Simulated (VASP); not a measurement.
Input of a VASP 6.6.1 run:

File INCAR:

```
SYSTEM = TiPd
PREC = Accurate
ENCUT = 600
EDIFF = 1E-6
ISMEAR = 0
SIGMA = 0.1
LREAL = .FALSE.
LASPH = .TRUE.
NELM = 100
ALGO = Normal
ISIF = 3
LWAVE = .FALSE.
LCHARG = .FALSE.
GGA = PS
IBRION = 2
NSW = 100
EDIFFG = -0.005
```

The input KPOINTS:

```
regular mesh
0
G
  14 14 14
  0 0 0
```

POSCAR

```
TiPd
1.0
    3.1800000000      0.0000000000      0.0000000000
    0.0000000000      3.1800000000      0.0000000000
    0.0000000000      0.0000000000      3.1800000000
Ti Pd
1 1
Direct
    0.5000000000      0.5000000000      0.5000000000
    0.0000000000      0.0000000000      0.0000000000
```

Potentials or basis: VASP PAW PBE potentials, release 64 (Ti_sv, Pd).

The run is started by

```console
$ cat potpaw_PBE.64/Ti_sv/POTCAR potpaw_PBE.64/Pd/POTCAR > POTCAR
$ mpirun -np 1 vasp_std > vasp.out
```

Problem. Predict the relaxed cell.

Solution. a = 3.131 Å, b = 3.131 Å, c = 3.131 Å, α = 90.00°, β = 90.00°, γ = 90.00°.

Problem. Estimate the relaxed volume.

Solution. 15.35 Å³/atom.

Final structure:
```yaml
crystal:
  lattice:
    - [3.13098, 0.00000, 0.00000]
    - [0.00000, 3.13098, 0.00000]
    - [0.00000, 0.00000, 3.13098]
  atoms:
    - { symbol: Ti, position: [0.50000, 0.50000, 0.50000] }
    - { symbol: Pd, position: [0.00000, 0.00000, 0.00000] }
```

Caveat: the PAW data sets were made with another functional, which shifts forces and pressure a little.
